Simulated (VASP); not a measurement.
Consider the following.

```xyz
2
Lattice="4.4560 0.0000 0.0000 0.0000 4.4560 0.0000 0.0000 0.0000 4.4560" Properties=species:S:1:pos:R:3 pbc="T T T"
Cs     0.0000     0.0000     0.0000
Br     2.2280     2.2280     2.2280
```

All values below come from vdW-DF2, VASP's PBE PAW potentials (set 64) (plane waves; VASP). Settings: 520 eV cut-off, 6×6×6 Γ-centred mesh, Gaussian smearing of 0.050 eV, potentials Cs_sv Br.

Question: The job: CsBr (CsCl type), 2 atoms, vdW-DF2, static run, 520 eV, 6×6×6 Γ-centred mesh. Roughly how much core time does it take on a busy server core?

Answer: About 50 core-seconds (one run on a shared machine, a rough figure). It had 20 irreducible k-points, 12 bands, up to 2408 plane waves and 15 electronic steps.

The compound is CsBr in the CsCl type structure. This cell is one point of a volume scan, at 1.03 of the reference volume.
